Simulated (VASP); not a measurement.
A run of VASP 6.6.1 is set up as follows.

The input INCAR:

```
  PREC = Accurate
  ENCUT = 600
  EDIFF = 1E-7
  ISMEAR = 0
  SIGMA = 0.1
  LREAL = False
  LASPH = True
  NELM = 80
  ALGO = Fast
  ISIF = 3
  LWAVE = False
  LCHARG = False
  GGA = RP
  IBRION = 2
  NSW = 90
  EDIFFG = -0.005
```

File KPOINTS:

```
regular mesh
0
Gamma
  18 18 10
```

Contents of POSCAR:

```
Ti
1.0
    2.9357319200      0.0000000000      0.0000000000
   -1.4678659600      2.5424184200      0.0000000000
    0.0000000000      0.0000000000      4.6408561500
Ti
2
Direct
    0.3333333300      0.6666666700      0.2500000000
    0.6666666700      0.3333333300      0.7500000000
```

Potentials or basis: VASP PAW PBE potentials, release 64 (Ti_sv).

Launch:

```bash
$ cat potpaw_PBE.64/Ti_sv/POTCAR > POTCAR
$ mpirun -np 1 vasp_std > vasp.out
```

Task: Predict the relaxed cell.

Result: a = 2.965 Å, b = 2.965 Å, c = 4.689 Å, α = 90.00°, β = 90.00°, γ = 120.00°.

Task: What does it give for the band gap on the k mesh?

Result: None (metal or under the smearing width).

Task: What does it give for the space group after relaxing (to 0.05 Å)?

Result: P6_3/mmc (No. 194).

Task: Predict the relaxed volume.

Result: 17.85 Å³/atom.

The path:
| step | energy change (eV) | largest force (eV/Å) | pressure (GPa) | volume (Å³) |
| --- | --- | --- | --- | --- |
| 1 | 0.0000 | 0.0000 | 3.24 | 34.64 |
| 2 | -0.0062 | 0.0000 | -2.04 | 36.42 |
| 3 | -0.0108 | 0.0000 | -0.04 | 35.71 |
| 4 | -0.0108 | 0.0000 | 0.00 | 35.69 |

Caveat: the PAW data sets were made with another functional, which shifts forces and pressure a little.
